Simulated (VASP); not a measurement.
An input for Quantum ESPRESSO's pw.x (written as the equivalent of a VASP run, and not itself run):

```
&CONTROL
  calculation = 'scf'
  pseudo_dir = './pseudo'
  outdir = './out'
  tprnfor = .true.
  tstress = .true.
/
&SYSTEM
  ibrav = 0
  nat = 3
  ntyp = 2
  ecutwfc = 84
  occupations = 'smearing'
  smearing = 'methfessel-paxton'
  degauss = 0.00735
  input_dft = 'pbe'
/
&ELECTRONS
  conv_thr = 7.3e-08
  electron_maxstep = 100
/
ATOMIC_SPECIES
  Mg 24.305 Mg.upf
  Ge 72.630 Ge.upf
CELL_PARAMETERS angstrom
     0.0000000    3.1913000    3.1913000
     3.1913000    0.0000000    3.1913000
     3.1913000    3.1913000    0.0000000
ATOMIC_POSITIONS crystal
  Mg   0.7500000  0.7500000  0.7500000
  Mg   0.2500000  0.2500000  0.2500000
  Ge   0.0000000  0.0000000  0.0000000
K_POINTS automatic
  9 9 9 0 0 0
```

Question: Write the VASP files for the same calculation (PBE).

Answer: Several could match; the one computed here: 
### KPOINTS
```
K-points
0
Gamma
9 9 9
```

### INCAR
```
! general
SYSTEM  = Mg2Ge
PREC    = Accurate
ENCUT   = 300
LREAL   = .FALSE.
LASPH   = .TRUE.

! electronic loop
EDIFF   = 1E-6
NELM    = 100
ALGO    = Normal
LMAXMIX = 4

! smearing
ISMEAR  = 1
SIGMA   = 0.1

! functional
GGA     = PE

! ions
ISIF    = 2

! output
LWAVE   = .FALSE.
LCHARG  = .FALSE.
```

**POSCAR**
```
Mg2Ge
1
    0.0000000000     3.1913000000     3.1913000000
    3.1913000000     0.0000000000     3.1913000000
    3.1913000000     3.1913000000     0.0000000000
Mg Ge
2 1
Direct
  0.7500000000   0.7500000000   0.7500000000
  0.2500000000   0.2500000000   0.2500000000
  0.0000000000   0.0000000000   0.0000000000
```

POTCAR, in this order: Mg Ge_d (PBE.64 set). Program: vasp_std.

The two are equivalent in intent, not identical: the potentials are each code's own (VASP's PAW set, PseudoDojo norm-conserving files in pw.x), so ENCUT and ecutwfc are chosen apart and not converted; conv_thr bounds pw.x's estimated SCF error, while EDIFF bounds the energy change between steps.

The structure comes from a computed database's Mg2Ge entry; how it stands against other phases isn't given here. The cell was not relaxed at this level.
